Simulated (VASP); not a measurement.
Computed with vdW-DF2, VASP's PBE PAW potentials (set 64) (plane waves; VASP 6.6.1).

VASP ran on this input.

KPOINTS:
```
Automatic mesh
0
G
  7 7 4
```

POSCAR:
```
CdS
4.3026440
  0.5000000561  -0.8660254564   0.0000000000
  0.5000000561   0.8660254564   0.0000000000
  0.0000000000   0.0000000000   1.6279170716
Cd S
2 2
direct
  0.6666670000   0.3333330000   0.5001337075
  0.3333330000   0.6666670000   0.0001337075
  0.6666670000   0.3333330000   0.8768662925
  0.3333330000   0.6666670000   0.3768662925
```

**INCAR**
```
SYSTEM = CdS
PREC = Accurate
ENCUT = 520
EDIFF = 1E-7
NELM = 100
ALGO = Normal
LREAL = .FALSE.
LASPH = .TRUE.
ISMEAR = -5
GGA = ML
ZAB_VDW = -1.8867
LUSE_VDW = .TRUE.
AGGAC = 0.0
LMAXMIX = 4
LWAVE = .FALSE.
LCHARG = .TRUE.
LORBIT = 11
NEDOS = 601
ISIF = 2
LEFG = .TRUE.
```

POTCAR, in this order: Cd S (PBE.64 set). Program: vasp_std.

The run wrote:

**OSZICAR**
```
       N       E                     dE             d eps       ncg     rms          rms(c)
DAV:   1     0.254716151682E+03    0.25472E+03   -0.17548E+04  1056   0.148E+03
DAV:   2     0.116409469156E+02   -0.24308E+03   -0.23844E+03  1188   0.349E+02
DAV:   3    -0.344628316902E+01   -0.15087E+02   -0.15026E+02  1236   0.849E+01
DAV:   4    -0.363150016414E+01   -0.18522E+00   -0.18506E+00  1250   0.960E+00
DAV:   5    -0.363484819962E+01   -0.33480E-02   -0.33479E-02  1284   0.126E+00    0.867E+00
DAV:   6    -0.213537139205E+01    0.14995E+01   -0.39519E+00  1290   0.170E+01    0.720E+00
DAV:   7    -0.213410330540E+01    0.12681E-02   -0.71249E-01  1188   0.501E+00    0.427E+00
DAV:   8    -0.213285816580E+01    0.12451E-02   -0.73952E-02  1176   0.268E+00    0.353E-01
DAV:   9    -0.212908641753E+01    0.37717E-02   -0.18609E-02  1308   0.138E+00    0.111E-01
DAV:  10    -0.212936885471E+01   -0.28244E-03   -0.14482E-03  1158   0.278E-01    0.864E-02
DAV:  11    -0.212942769345E+01   -0.58839E-04   -0.12109E-04  1260   0.795E-02    0.576E-02
DAV:  12    -0.212943246440E+01   -0.47710E-05   -0.69606E-05  1176   0.596E-02    0.506E-03
DAV:  13    -0.212943124075E+01    0.12237E-05   -0.57492E-06  1206   0.234E-02    0.291E-03
DAV:  14    -0.212943092891E+01    0.31184E-06   -0.29077E-07  1272   0.540E-03    0.208E-03
DAV:  15    -0.212943077756E+01    0.15135E-06   -0.45203E-08   696   0.234E-03    0.375E-04
DAV:  16    -0.212943081261E+01   -0.35047E-07   -0.64895E-09   594   0.682E-04
   1 F= -.21294308E+01 E0= -.21294308E+01  d E =0.000000E+00
```

File OUTCAR:
```
------------------------ aborting loop because EDIFF is reached ----------------------------------------
  FORCE on cell =-STRESS in cart. coord.  units (eV):
  Direction    XX          YY          ZZ          XY          YZ          ZX
  --------------------------------------------------------------------------------------
  Total        0.0058964      0.0058964      0.0672178      0.0000000      0.0000000     -0.0000000
  in kB        0.0841249      0.0841249      0.9590159      0.0000000      0.0000000     -0.0000000
  external PRESSURE =       0.3757552 kB  Pullay stress =       0.0000000 kB
  volume of cell :      112.30
      direct lattice vectors                 reciprocal lattice vectors
     2.151322241 -3.726199234  0.000000000     0.232415205 -0.134184988  0.000000000
     2.151322241  3.726199234  0.000000000     0.232415205  0.134184988  0.000000000
     0.000000000  0.000000000  7.004347621     0.000000000  0.000000000  0.142768471
  FREE ENERGIE OF THE ION-ELECTRON SYSTEM (eV)
  ---------------------------------------------------
  free  energy   TOTEN  =        -2.1294308126 eV

  energy  without entropy=       -2.1294308126  energy(sigma->0) =       -2.12943081

 total charge

# of ion       s       p       d       tot
------------------------------------------
    1        0.417   0.259   9.560  10.235
    2        0.417   0.259   9.560  10.235
    3        1.350   2.379   0.000   3.730
    4        1.350   2.379   0.000   3.730
--------------------------------------------------
tot          3.534   5.276  19.120  27.931

 Electric field gradients after diagonalization (V/A^2)
 (convention: |V_zz| > |V_xx| > |V_yy|)
----------------------------------------------------------------------
 ion       V_xx      V_yy      V_zz     asymmetry (V_yy - V_xx)/ V_zz
----------------------------------------------------------------------
   1      -1.848    -1.844     3.692       0.001
   2      -1.848    -1.844     3.692       0.001
   3       0.418     0.417    -0.835       0.001
   4       0.418     0.417    -0.835       0.000
```
(Selected blocks of OUTCAR.)

The compound is CdS in the wurtzite structure. It was relaxed first, which changed the volume by +13 %.
